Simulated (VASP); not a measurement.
Level of theory: PBE GGA, VASP's PBE PAW potentials (set 64) (plane waves; VASP).

A VASP calculation is set up with these files.

INCAR:
```
SYSTEM = SbPd
PREC = Accurate
ENCUT = 400
EDIFF = 1E-6
NELM = 100
ALGO = Normal
LREAL = .FALSE.
LASPH = .TRUE.
ISMEAR = 1
SIGMA = 0.1
GGA = PE
LMAXMIX = 4
LWAVE = .FALSE.
LCHARG = .FALSE.
ISIF = 2
NBANDS = 22
```

KPOINTS:
```
K-points
0
Gamma
10 10 10
0 0 0
```

### POSCAR
```
SbPd
1
    0.0000000000     2.9347590000     2.9347590000
    2.9347590000     0.0000000000     2.9347590000
    2.9347590000     2.9347590000     0.0000000000
Sb Pd
1 1
Direct
  0.0000000000   0.0000000000   0.0000000000
  0.5000000000   0.5000000000   0.5000000000
```

POTCAR, in this order: Sb Pd (PBE.64 set). Program: vasp_std.

Output of the run:

OUTCAR:
```
 ion  position               nearest neighbor table
   1  0.000  0.000  0.000-   2 2.93   2 2.93   2 2.93   2 2.93   2 2.93   2 2.93
   2  0.500  0.500  0.500-   1 2.93   1 2.93   1 2.93   1 2.93   1 2.93   1 2.93
  LATTYP: Found a face centered cubic cell.
 ALAT       =     5.8695180000
 Subroutine PRICEL returns:
 Original cell was already a primitive cell.
 Subroutine GETGRP returns: Found 48 space group operations
The static configuration has the point symmetry O_h .
The dynamic configuration has the point symmetry O_h .
 Subroutine INISYM returns: Found 48 space group operations
 Subroutine IBZKPT returns following result:
 Found     47 irreducible k-points:

 Following reciprocal coordinates:
            Coordinates               Weight
  0.000000  0.000000  0.000000      1.000000
  0.100000  0.000000  0.000000      8.000000
  0.200000  0.000000  0.000000      8.000000
  0.300000  0.000000  0.000000      8.000000
  0.400000  0.000000  0.000000      8.000000
  0.500000  0.000000  0.000000      4.000000
  0.100000  0.100000  0.000000      6.000000
  0.200000  0.100000  0.000000     24.000000
  0.300000  0.100000  0.000000     24.000000
...
```

### OSZICAR
```
       N       E                     dE             d eps       ncg     rms          rms(c)
DAV:   1     0.516075399762E+02    0.51608E+02   -0.47855E+03  2108   0.440E+02
DAV:   2    -0.794859247186E+01   -0.59556E+02   -0.53123E+02  2418   0.119E+02
DAV:   3    -0.957969671150E+01   -0.16311E+01   -0.16174E+01  2526   0.191E+01
DAV:   4    -0.959054909348E+01   -0.10852E-01   -0.10851E-01  2354   0.173E+00
DAV:   5    -0.959074962196E+01   -0.20053E-03   -0.20053E-03  2538   0.247E-01    0.345E+00
DAV:   6    -0.953786473882E+01    0.52885E-01   -0.12816E-01  2362   0.232E+00    0.178E+00
DAV:   7    -0.952298734679E+01    0.14877E-01   -0.48291E-02  2380   0.121E+00    0.114E+00
DAV:   8    -0.951671018757E+01    0.62772E-02   -0.23516E-02  2452   0.971E-01    0.236E-01
DAV:   9    -0.951674415386E+01   -0.33966E-04   -0.49174E-04  2266   0.111E-01    0.410E-02
DAV:  10    -0.951675816504E+01   -0.14011E-04   -0.18898E-05  2466   0.206E-02    0.823E-03
DAV:  11    -0.951675971484E+01   -0.15498E-05   -0.19709E-06  2464   0.809E-03    0.434E-03
DAV:  12    -0.951675909880E+01    0.61603E-06   -0.17814E-07  1372   0.200E-03
   1 F= -.95167591E+01 E0= -.95164622E+01  d E =-.890773E-03
```

File OUTCAR:
```
------------------------ aborting loop because EDIFF is reached ----------------------------------------
  FORCE on cell =-STRESS in cart. coord.  units (eV):
  Direction    XX          YY          ZZ          XY          YZ          ZX
  --------------------------------------------------------------------------------------
  Total       -3.4583257     -3.4583257     -3.4583257     -0.0000000     -0.0000000      0.0000000
  in kB     -109.6046929   -109.6046929   -109.6046929     -0.0000000     -0.0000000      0.0000000
  external PRESSURE =    -109.6046929 kB  Pullay stress =       0.0000000 kB
  volume of cell :       50.55
      direct lattice vectors                 reciprocal lattice vectors
     0.000000000  2.934759000  2.934759000    -0.170371741  0.170371741  0.170371741
     2.934759000  0.000000000  2.934759000     0.170371741 -0.170371741  0.170371741
     2.934759000  2.934759000  0.000000000     0.170371741  0.170371741 -0.170371741
 POSITION                                       TOTAL-FORCE (eV/Angst)
 -----------------------------------------------------------------------------------
      0.00000      0.00000      0.00000         0.000000      0.000000      0.000000
      2.93476      2.93476      2.93476        -0.000000     -0.000000     -0.000000
 -----------------------------------------------------------------------------------
    total drift:                                0.000000      0.000000      0.000000
  FREE ENERGIE OF THE ION-ELECTRON SYSTEM (eV)
  ---------------------------------------------------
  free  energy   TOTEN  =        -9.5167590988 eV

  energy  without entropy=       -9.5158683256  energy(sigma->0) =       -9.51646217
```
(Selected blocks of OUTCAR.)

File OUTCAR:
```
 val. band max:        6.2264262736   @ k =   0.5000   0.4000   0.1000

 cond. band min:       6.3632844057   @ k =   0.5000   0.3000   0.1000


 Fermi energy:         6.3571815693

 k-point     1 :       0.0000    0.0000    0.0000
  band No.  band energies     occupation
      1      -4.0561      2.00000
      2       3.9616      2.00000
      3       3.9616      2.00000
      4       4.0045      2.00000
      5       4.0045      2.00000
      6       4.0045      2.00000
      7       7.6289     -0.00000
      8       7.6289     -0.00000
      9       7.6289     -0.00000
     10      10.5198      0.00000
     11      14.9752      0.00000
     12      15.4334      0.00000
     13      15.4334      0.00000
     14      15.4334      0.00000
     15      16.6741      0.00000
     16      16.6741      0.00000
     17      16.6741      0.00000
     18      18.6789      0.00000
     19      18.6789      0.00000
     20      22.1892      0.00000
     21      28.8225      0.00000
     22      28.8228      0.00000

 k-point     2 :       0.1000    0.0000    0.0000
  band No.  band energies     occupation
      1      -3.9484      2.00000
      2       3.8454      2.00000
      3       3.8454      2.00000
      4       3.9275      2.00000
      5       4.0344      2.00000
      6       4.0344      2.00000
      7       6.8601     -0.00000
      8       7.8065     -0.00000
      9       7.8065     -0.00000
     10      11.2582      0.00000
     11      14.1924      0.00000
     12      15.2468      0.00000
     13      15.2468      0.00000
     14      15.8473      0.00000
     15      16.2469      0.00000
     16      16.2469      0.00000
     17      17.2154      0.00000
     18      19.5673      0.00000
     19      19.5673      0.00000
     20      22.8745      0.00000
     21      27.4246      0.00000
     22      27.4246      0.00000

 k-point     3 :       0.2000    0.0000    0.0000
  band No.  band energies     occupation
      1      -3.6377      2.00000
...
```

Unless said otherwise, spin-orbit coupling is left out, though it shifts the bands of the heavy elements here.

The structure was generated: SbPd was put into the rocksalt type (Fm-3m), which need not be its known phase. The cell was not relaxed at this level. The run is one of a series of settings (NBANDS = 22 against the base run), some of them coarse on purpose. The electron count is odd and the run is not spin-polarised, which forces a metal.
